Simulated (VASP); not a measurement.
LiTi: work function with PBE

Sheet: LiTi, a sheet with vacuum.

```
CELL_PARAMETERS angstrom
3.63898 0.00000 0.00000
0.00000 3.63898 0.00000
0.00000 0.00000 23.80000
ATOMIC_POSITIONS crystal
Li 0.00000 0.00000 0.29412
Ti 0.50000 0.50000 0.29412
```

The cell was built by a generator and needn't be a form met in nature.

| Property | Result |
| --- | --- |
| Program | VASP 6.6.1 |
| Task | work function |
| Functional | PBE |
| Potentials or basis | VASP PAW PBE potentials, release 64 (Li_sv, Ti_sv) |
| Cutoff | 520 eV |
| k mesh | 7 × 7 × 1 |
| Occupations | fermi-dirac, width 0.05 eV |
| Spin | no spin polarisation |
| Dipole correction | yes |
| Further INCAR settings | ALGO = Normal; EDIFF = 1e-06; EFIELD = -0.1 |

The largest force is 0.011 eV/Å. The band gap on the k mesh is none (metal or under the smearing width). The work function of the upper face is 4.76 eV. The work function of the lower face is 3.47 eV.

Forces on the atoms (eV/Å):
```
Li   0.000  0.000 -0.011
Ti   0.000  0.000  0.011
```

Levels at points of the mesh, in eV from the Fermi level:
```
           k point  band 5  band 6  band 7  band 8  band 9  band 10  band 11
(0.00, 0.00, 0.00)  -33.47   -3.15   -0.32    0.14    0.28     0.87     0.87
```

Run time: 29 s on 1 thread of Intel(R) Xeon(R) 6975P-C (Granite Rapids), with other jobs on the host, peak memory 0.36 GiB.
